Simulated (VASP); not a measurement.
An input for Ansatz (written as the equivalent of a VASP run, and not itself run):

Ansatz 0.2 input:
```yaml
crystal:
  lattice:
    - [0.0000000, 1.9184629, 1.9184629]
    - [1.9184629, 0.0000000, 1.9184629]
    - [1.9184629, 1.9184629, 0.0000000]
  atoms:
    - { symbol: Pd, position: [0.0000000, 0.0000000, 0.0000000] }
kpoints:
  mp_grid: { grid: [18, 18, 18] }
hamiltonian:
  xc: lda
  pseudopotentials: { kind: paw }
scf:
  occupations: { method: tetrahedron }
  max_iter: 100
output: { forces: true, stress: true, eigenvalues: true }
```

Problem. Translate this input to VASP (INCAR, KPOINTS, POSCAR, choice of POTCAR).

Solution. This is not unique; one that fits is 
**INCAR**
```
! general
SYSTEM =Pd
PREC   =Accurate
ENCUT  =400
LREAL  =.FALSE.
LASPH  =.TRUE.

! electronic loop
EDIFF  =1E-7
NELM   =100
ALGO   =Normal
LMAXMIX=4

! smearing
ISMEAR =-5

! ions
ISIF   =2

! output
LWAVE  =.FALSE.
LCHARG =.TRUE.
LORBIT =11
NEDOS  =601
```

### POSCAR
```
Pd
1
   -0.0000000000     1.9184628888     1.9184628888
    1.9184628888     0.0000000000     1.9184628888
    1.9184628888     1.9184628888    -0.0000000000
Pd
1
Direct
  0.0000000000   0.0000000000   0.0000000000
```

File KPOINTS:
```
Automatic mesh
0
Gamma
18 18 18
0 0 0
```

POTCAR, in this order: Pd (LDA.64 set). Program: vasp_std.

Limits of the translation: each code has its own PAW files, so the cut-off isn't converted (ENCUT is set for VASP's; basis.ecutwfc is left out, and Ansatz then takes the one that its files recommend); Ansatz stops its SCF on the density residual and VASP on the energy change (EDIFF); Ansatz's lda is the Perdew-Wang form, while the LDA potentials of VASP carry Perdew-Zunger's.

The structure comes from a computed database's Pd entry (Fm-3m); how it stands against other phases isn't given here. It was relaxed first, which changed the volume by -6 %.
